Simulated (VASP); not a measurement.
A convergence study with VASP on ZnS (zinc blende): one setting is varied, all else stays as given below, so the limit is that of these other settings.

```
ZnS
1.0
    0.00000     2.70500     2.70500
    2.70500     0.00000     2.70500
    2.70500     2.70500     0.00000
Zn S
1 1
Direct
  0.00000   0.00000   0.00000
  0.25000   0.25000   0.25000
```

The numbers are results of PBEsol GGA, VASP's PBE PAW potentials (set 64) (plane waves; VASP), not measurements. The tightest run used: 550 eV cut-off, 17×17×17 Γ-centred mesh, Gaussian smearing of 0.050 eV, potentials Zn S.

| setting | E (eV/atom) | pressure (GPa) | irreducible k-points |
|---|---|---|---|
| 1×1×1 mesh | 2.6414 | 49.35 | 1 |
| 2×2×2 mesh | -3.1378 | 3.88 | 3 |
| 3×3×3 mesh | -3.6754 | -0.72 | 4 |
| 4×4×4 mesh | -3.7659 | -1.69 | 8 |
| 5×5×5 mesh | -3.7849 | -1.94 | 10 |

These are the cheaper rows. Estimate the results at 17×17×17 mesh, and how far the last row shown lies from them.

```tsv
quantity	tightest run	last row shown is off by
E (eV/atom)	-3.7912	0.0064
pressure (GPa)	-2.02	0.08
```

Left out are rungs that failed or repeat a setting and relaxations that didn't move; long series are thinned to 24 rows.

The compound is ZnS in the zinc blende structure. The cell was not relaxed at this level.
